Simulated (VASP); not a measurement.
Output of a VASP run:

### OSZICAR
```
       N       E                     dE             d eps       ncg     rms          rms(c)
DAV:   1     0.405409097204E+01    0.40541E+01   -0.36850E+03   824   0.666E+02
DAV:   2    -0.169140454921E+02   -0.20968E+02   -0.20271E+02   976   0.117E+02
DAV:   3    -0.172299334120E+02   -0.31589E+00   -0.31589E+00   880   0.182E+01
DAV:   4    -0.172308266431E+02   -0.89323E-03   -0.89323E-03  1096   0.946E-01
DAV:   5    -0.172308288330E+02   -0.21900E-05   -0.21900E-05   920   0.362E-02    0.883E+00
DAV:   6    -0.147906742630E+02    0.24402E+01   -0.13195E+01   752   0.230E+01    0.308E+00
DAV:   7    -0.147740895356E+02    0.16585E-01   -0.11998E-01   880   0.334E+00    0.214E+00
DAV:   8    -0.147684468366E+02    0.56427E-02   -0.16840E-02   816   0.175E+00    0.399E-01
DAV:   9    -0.147682483533E+02    0.19848E-03   -0.58459E-04  1064   0.176E-01    0.215E-01
DAV:  10    -0.147683485228E+02   -0.10017E-03   -0.19650E-04   800   0.125E-01    0.216E-02
DAV:  11    -0.147683491140E+02   -0.59121E-06   -0.31718E-06  1000   0.143E-02
   1 F= -.14768349E+02 E0= -.14768349E+02  d E =-.369882E-12
```

File OUTCAR:
```
------------------------ aborting loop because EDIFF is reached ----------------------------------------
  FORCE on cell =-STRESS in cart. coord.  units (eV):
  Direction    XX          YY          ZZ          XY          YZ          ZX
  --------------------------------------------------------------------------------------
  Total        1.6149052      1.6149052      1.6149052     -0.0000000     -0.0000000     -0.0000000
  in kB      130.8630531    130.8630531    130.8630531     -0.0000000     -0.0000000     -0.0000000
  external PRESSURE =     130.8630531 kB  Pullay stress =       0.0000000 kB
  volume of cell :       19.77
      direct lattice vectors                 reciprocal lattice vectors
     0.000000000  2.146200000  2.146200000    -0.232969900  0.232969900  0.232969900
     2.146200000  0.000000000  2.146200000     0.232969900 -0.232969900  0.232969900
     2.146200000  2.146200000  0.000000000     0.232969900  0.232969900 -0.232969900
  FREE ENERGIE OF THE ION-ELECTRON SYSTEM (eV)
  ---------------------------------------------------
  free  energy   TOTEN  =       -14.7683491140 eV

  energy  without entropy=      -14.7683491140  energy(sigma->0) =      -14.76834911
```
(Selected blocks of OUTCAR.)

### POSCAR
```
AlN
1
    0.0000000000     2.1462000000     2.1462000000
    2.1462000000     0.0000000000     2.1462000000
    2.1462000000     2.1462000000     0.0000000000
Al N
1 1
Direct
  0.0000000000   0.0000000000   0.0000000000
  0.2500000000   0.2500000000   0.2500000000
```

Task: Reconstruct the remaining input files.

Result: Several could match; the one computed here: the input of the run itself, PBE GGA, plane waves, VASP's PBE PAW potentials (set 64).

**INCAR**
```
SYSTEM = AlN
PREC = Accurate; ENCUT = 400; LREAL = .FALSE.
LASPH = .TRUE.
EDIFF = 1E-6; NELM = 100; ALGO = Normal
ISMEAR = -1; SIGMA = 0.01
GGA = PE
ISIF = 2
LWAVE = .FALSE.; LCHARG = .FALSE.
```

File KPOINTS:
```
Automatic
0
G
 10 10 10
```

POTCAR, in this order: Al N (PBE.64 set). Program: vasp_std.

At this cut-off the stress carries a Pulay error, which pulls relaxed volumes low.

The structure is a typed AlN crystal (F-43m). The cell was not relaxed at this level, and its volume differs by -5.9 % from the start's.
